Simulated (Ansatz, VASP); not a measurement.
# WC (Qusongite): VASP beside Ansatz, part 2 of 2

Wanted: the spread between two codes on one cell, functional and k mesh. The cell is taken from a series of runs on this material, whose earlier steps may have relaxed, scaled, displaced or heated it; both programs get it as it stands.

VASP 6.6.1 and Ansatz 0.2.0.

So far: Set-up; VASP: zone-centre phonons, LDA.

### Step 3. Ansatz: zone-centre phonons, LDA

Level of this step: Ansatz beside VASP: Kohn-Sham DFT, plane waves, LDA (Ansatz).

Ansatz runs on its PAW soft_1 files.

The same cell, functional (in two slightly different forms), mesh and smearing now go to Ansatz, which takes its cutoff from its data sets.

Input file input.yaml:

```yaml
crystal:
  lattice:
    - [2.8959199397, 0.0, 0.0]
    - [-1.4479599698, 2.5079402351, 0.0]
    - [0.0, 0.0, 2.7565763867]
  atoms:
    - { symbol: C, position: [0.6666666702, 0.3333333298, 0.5] }
    - { symbol: W, position: [-3.5e-09, 3.5e-09, 0.0] }
kpoints:
  mp_grid: { grid: [18, 18, 16] }
hamiltonian:
  xc: lda
  pseudopotentials: { kind: paw, azcp: { folder: soft_1 }, xc_functional: pbe }
scf:
  occupations: { method: methfessel_paxton, width: 0.2 }
output:
  eigenvalues: true
phonons:
  method: dfpt
```

The run is started by

```sh
$ ansatz run input.yaml --threads 4 --pin off --max-ram 10240MiB --backend cpu --events-out ev --progress --plain --runs-dir out
```

Numbers of over 12 decimals in the logs are rounded to 6 here.

Output:

```text
zone centre: on kpoints.mp_grid the ground state, and the responses unless they are solved on pairs of k-points, stand on 819 of the mesh's 5184 k-points, reduced under 4 symmetry operations, with k and −k counted as one. Each operation leaves every solved displacement unchanged or reverses it
Engine: ansatz 0.2.0, aarch64-unknown-linux-gnu
Pseudopotentials: kind: paw
Pseudopotential: C, paw, valence charge 4, recommended cutoff 420 eV (normal), soft_1/C.paw.azcp
Pseudopotential: W, paw, valence charge 14, recommended cutoff 420 eV (normal), soft_1/W.paw.azcp
Functional definition: SPW92
  exchange = slater_x
  correlation = pw_c
Crystal: 2 atoms, lattice volume = 20.020 Å³
Basis set: ecut = 420 eV, 405 PW (Γ), exchange–correlation on 40×40×40 points (8 copies of the dense FFT grid, shifted against one another)
Bands: 13, of which v1, the nominal top of the filled ones, is band 9 counted from 1 (8 counted from 0)
Symmetry: 12 space group operations
k-points: 819 of 5184 (irreducible under 4 space group operations, time reversal used)
Non-local potential: C, projectors of the file, l = 0: 2, l = 1: 2, l = 2: 1
Non-local potential: W, projectors of the file, l = 0: 3, l = 1: 2, l = 2: 2, l = 3: 1
PAW form: soft (Blöchl's): semilocal exchange-correlation on the pseudo side does not see the compensation charge
PAW frozen core: C, regenerated for the run's functional, and the local potential with it (the file was generated under x = pbe(κ = 0.804, μ = 0.219515), c = pbe(β = 0.066725))
PAW frozen core: W, regenerated for the run's functional, and the local potential with it (the file was generated under x = pbe(κ = 0.804, μ = 0.219515), c = pbe(β = 0.066725))
PAW one-centre angular grid: C, 110 points (default); XC on 64 Gauss nodes
PAW one-centre angular grid: W, 590 points (default); XC on 64 Gauss nodes
Initial density: superposition of atomic densities (chi_scale 0.1, normalization cell, long waves kept (reshape's long-wave potential 0.00 eV rms))
Initial wavefunctions: pseudopotential atomic-orbital guess
Functional: x = slater, c = lda
SCF iter   1: F=—  HF=-10375.433444 eV  |F-HF|=—  |Δ(HF+E_count)|=         —  Δρ=1.37e-1  dr2=4.89e0  ethr=3.10e-3  ⟨swp⟩=5.0  Hψ=52750  notcnv=0
preconditioner: auto → none  [metal: Δε(μ)=0.012 eV  Ē_g=11.082 eV  σ=0.200 eV  W_gap=0.05  n_scr=8 (ndim 8)  ℏωp=26.2 eV  f_vac=0.000  D(μ)=0.25/eV (n_scr^D=0)  sad-step TF]
SCF iter   2: F=—  HF=-10374.802618 eV  |F-HF|=—  |Δ(HF+E_count)|=   6.31e-1  S|Δr|=    0.00e0  Δρ=9.54e-2  dr2=2.46e0  ethr=3.10e-3  ⟨swp⟩=2.0  Hψ=20293  notcnv=0
SCF iter   3: F=—  HF=-10374.155192 eV  |F-HF|=—  |Δ(HF+E_count)|=   6.47e-1  S|Δr|=    0.00e0  Δρ=6.90e-3  dr2=7.58e-3  ethr=3.10e-3  ⟨swp⟩=2.3  Hψ=18376  notcnv=0
SCF iter   4: F=—  HF=-10374.155380 eV  |F-HF|=—  |Δ(HF+E_count)|=   1.89e-4  S|Δr|=    0.00e0  Δρ=1.10e-3  dr2=9.47e-5  ethr=4.21e-5  ⟨swp⟩=1.4  Hψ=18910  notcnv=0
SCF iter   5: F=—  HF=-10374.155436 eV  |F-HF|=—  |Δ(HF+E_count)|=   5.62e-5  S|Δr|=    0.00e0  Δρ=1.44e-4  dr2=2.46e-6  ethr=5.26e-7  ⟨swp⟩=2.2  Hψ=15625  notcnv=0
SCF iter   6: F=—  HF=-10374.155439 eV  |F-HF|=—  |Δ(HF+E_count)|=   2.16e-6  S|Δr|=    0.00e0  Δρ=1.86e-5  dr2=1.91e-8  ethr=1.37e-8  ⟨swp⟩=2.5  Hψ=17234  notcnv=0
SCF iter   7: F=—  HF=-10374.155437 eV  |F-HF|=—  |Δ(HF+E_count)|=   1.53e-6  S|Δr|=    0.00e0  Δρ=1.79e-6  dr2=2.72e-10  ethr=1.06e-10  ⟨swp⟩=1.3  Hψ=11225  notcnv=0
SCF iter   8: F=—  HF=-10374.155437 eV  |F-HF|=—  |Δ(HF+E_count)|=  3.64e-11  S|Δr|=    0.00e0  Δρ=2.37e-7  dr2=1.08e-11  ethr=1.00e-12  ⟨swp⟩=6.0  Hψ=46898  notcnv=0
SCF iter   9: F=-10374.155437 eV  HF=-10374.155437 eV  |F-HF|=0.00e0  |Δ(HF+E_count)|=  5.46e-12  S|Δr|=    0.00e0  Δρ=5.10e-8  dr2=3.38e-13  ethr=1.00e-12  ⟨swp⟩=5.2  Hψ=40361  notcnv=0
the search or the solves at the SCF's close seem to have found levels that the self-consistency loop had missed (the run counts 2). By its estimate they hold under 1e-12 electrons; where the run keeps them, the occupations were computed again with them
SCF 1 converged in 9 iterations: F = -10374.155437 eV  dr2 = 3.38e-13
  greatest PAW one-centre occupation: 0.999 electrons in one spin orbital (limit 2), on the W atom at site 1 (counted from 0), in its partial waves of l = 0
DFPT response loops at Γ: preconditioner auto → Kerker (q_TF=auto, 2.680 Å⁻¹) (partly filled bands, converged f_vac=0.000); β = 1.00, the filter's whole step (`scf.mixing.beta` (0.50) is not read by the response loops under this deck's `scf.mixing.preconditioner`; to damp them name `kerker` or `kerker_dos`, under which they read `scf.mixing.beta`, and type it under 1.00, their step now; both keys bind the ground state too); Broyden in place of MSR1
SCF converged after 9 iterations
Stability not checked: this state was not tested for a lower state beside it, because cold or Methfessel-Paxton smearing, or corrected tetrahedra, fill the levels in a way that the test cannot read (fill_not_monotonic; see scf.lower_state_search)
Free energy (F): -10374.155437 eV
Harris-Foulkes:  -10374.155437 eV  (|F-HF|=0.00e0)
Internal energy: -10374.154653 eV  (E = F + TS)
E sigma→0 (E₀):  -10374.155241 eV
Entropy (-TS):   -0.000784 eV (-0.392 meV/atom)
Fermi energy:    20.989974 eV
--- Per-component energies (eV) ---
  E_band       = -51.890085
  E_kinetic    = 513.512337
  E_local      = -585.144128  (includes V_loc(G=0)·N_el)
  E_nonlocal   = 4.119510
  E_hartree    = 241.891513
  E_xc         = -314.942688
  E_vxc        = -292.305971  (∫ρ·V_xc dr)
  E_paw        = -8416.949518  (= ΣΔE_a)
  E_vpaw       = -175.855005  (= ΣTr[D̂ρ^β])
  E_aug_tail   = 0.000155  (compensation charges beyond the density's cutoff)
  E_ewald      = -1816.987914
  E_core_change = 0.346082  (= ΣΔE_core)
  E_smearing   = -0.000784  (= −TS)
  E_closure    = 0.000000  (closes the sum)
  Σ components = -10374.155437   (vs F -10374.155437, Δ=0.00e0)
--- Band table (eV; the first three rows and the last of 819) ---
  k-point 0: bands = [... 5 lower, 16.4639, 17.2891, 17.2891, 21.3336, 24.3842, 24.3842, 26.8676, 26.8676]
  k-point 1: bands = [... 5 lower, 16.4494, 17.3364, 17.3364, 21.2944, 23.9809, 23.9809, 27.1205, 27.1205]
  k-point 2: bands = [... 5 lower, 16.3441, 17.4745, 17.4745, 21.2804, 23.1525, 23.1525, 27.4624, 27.4624]
  k-point 818: bands = [... 5 lower, 14.2664, 15.0317, 19.0452, 19.7510, 26.3269, 26.6610, 27.2050, 30.9307]
--- Phonons (Γ-DFPT): 4 representative perturbations + reference, on 819 of 5184 k-points (Σ response iterations 12) ---
  k mesh reduced under 4 symmetry operations, with k and −k counted as one. Each operation leaves every solved displacement unchanged or reverses it
  ASR residual: 4.049e-5 → 0.000e0 eV/Å²; symmetrization residual: 1.113e-6 eV/Å²
  ASR residual per site (eV/Å²): 9.34e-6 4.05e-5
  Γ frequencies (cm⁻¹): 0.00 0.00 0.00 633.45 648.72 648.72
  non-analytic LO–TO correction: not included (Born effective charges unavailable; polar crystals: no LO–TO splitting at Γ)
```

### Step 4. Comparison

Known differences besides the potentials themselves: the data sets hold 18 valence electrons in Ansatz (on its PAW soft_1 files) and 10 in VASP; the cutoff is 420 eV in Ansatz and 600 eV in VASP; VASP's log shows a relativistic correction to its local exchange, Ansatz's none. Total energies have different zeros and are not compared.

Both answers:

| quantity | Ansatz | VASP | difference |
| --- | --- | --- | --- |
| optical mode 1 (cm⁻¹) | 633.5 | 639.5 | -0.95 % |
| optical mode 2 to 3 (cm⁻¹) | 648.7 | 657.3 | -1.30 % |

Modes are paired by rising frequency, not by their patterns, so a pair may set unlike modes beside each other; they are those without the splitting of longitudinal modes.

### Step 5. Summary of results

```yaml
r_m_s_difference_of_the_optical_zone_centre_modes_each_program_s_sorted_by_frequency_zone_centre_phonons_lda: 7.8 cm⁻¹
difference_in_optical_mode_2_to_3_zone_centre_phonons_lda: -1.3 %
```

**Reading.** The r.m.s. difference of the optical zone-centre modes, each program's sorted by frequency is 7.8 cm⁻¹ (zone-centre phonons, LDA). The data sets hold unlike numbers of valence electrons (18 in Ansatz and 10 in VASP), so part of the differences may come from the potentials. Among the rows given in per cent, the largest difference of the zone-centre phonons, LDA pair is in optical mode 2 to 3, -1.3 %. Such differences can come from data sets, numerical settings and the points named under the comparisons, not from the functional's error against experiment.

[Lines on the potential files, build, host, timing and source positions are cut from VASP's logs without a mark.]

[Logs are printed without paths, hosts, clocks, repeated set-up lines and the standing remarks that a program may print on its own settings, such as how far it seeks lower states.]

[Hosts, paths, dates, database ids (printed as entryN), source tags and the programs' standing remarks are cut or masked in the printed files.]
